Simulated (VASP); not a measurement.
Input for VASP

**KPOINTS**
```
Automatic mesh
0
G
  7 7 1
0 0 0
```

POSCAR:
```
ZrAs
1
    3.8040000000     0.0000000000     0.0000000000
   -1.9020000000     3.2943610000     0.0000000000
    0.0000000000     0.0000000000    25.3615000000
Zr As
4 4
Direct
  0.3333330000   0.6666670000   0.2760090000
  0.6666670000   0.3333330000   0.5296810000
  0.3333330000   0.6666670000   0.4109610000
  0.6666670000   0.3333330000   0.6646330000
  0.0000000000   0.0000000000   0.7239910000
  0.0000000000   0.0000000000   0.4703190000
  0.6666670000   0.3333330000   0.3434850000
  0.3333330000   0.6666670000   0.5971570000
```

**INCAR**
```
# general
SYSTEM  = ZrAs
PREC    = Accurate
ENCUT   = 300   # plane-wave cut-off (eV)
LREAL   = .False.
LASPH   = .True.

# electronic loop
EDIFF   = 1E-6   # SCF stop (eV)
NELM    = 100   # most electronic steps
ALGO    = Normal   # blocked Davidson
LMAXMIX = 4   # l cut-off of mixed one-centre charges

# smearing
ISMEAR  = 0   # Gaussian
SIGMA   = 0.2

# functional
GGA     = PE   # PBE

# ions
ISIF    = 2

# output
LWAVE   = .False.
LCHARG  = .False.
```

POTCAR, in this order: Zr_sv As (PBE.64 set). Program: vasp_std.

**Question.** Write an equivalent input for Quantum ESPRESSO's pw.x.

**Answer.** One equivalent input (not run):
```
&CONTROL
  calculation = 'scf'
  pseudo_dir = './pseudo'
  outdir = './out'
  tprnfor = .true.
  tstress = .true.
/
&SYSTEM
  ibrav = 0
  nat = 8
  ntyp = 2
  ecutwfc = 84
  occupations = 'smearing'
  smearing = 'gaussian'
  degauss = 0.0147
  input_dft = 'pbe'
/
&ELECTRONS
  conv_thr = 7.3e-08
  electron_maxstep = 100
/
ATOMIC_SPECIES
  Zr 91.224 Zr.upf
  As 74.922 As.upf
CELL_PARAMETERS angstrom
     3.8040000    0.0000000    0.0000000
    -1.9020000    3.2943610    0.0000000
     0.0000000    0.0000000   25.3615000
ATOMIC_POSITIONS crystal
  Zr   0.3333330  0.6666670  0.2760090
  Zr   0.6666670  0.3333330  0.5296810
  Zr   0.3333330  0.6666670  0.4109610
  Zr   0.6666670  0.3333330  0.6646330
  As   0.0000000  0.0000000  0.7239910
  As   0.0000000  0.0000000  0.4703190
  As   0.6666670  0.3333330  0.3434850
  As   0.3333330  0.6666670  0.5971570
K_POINTS automatic
  7 7 1 0 0 0
```
Limits of the translation: the potentials are each code's own (VASP's PAW set, PseudoDojo norm-conserving files in pw.x), so ENCUT and ecutwfc are chosen apart and not converted; conv_thr bounds pw.x's estimated SCF error, while EDIFF bounds the energy change between steps.

The cell is a sheet with vacuum.
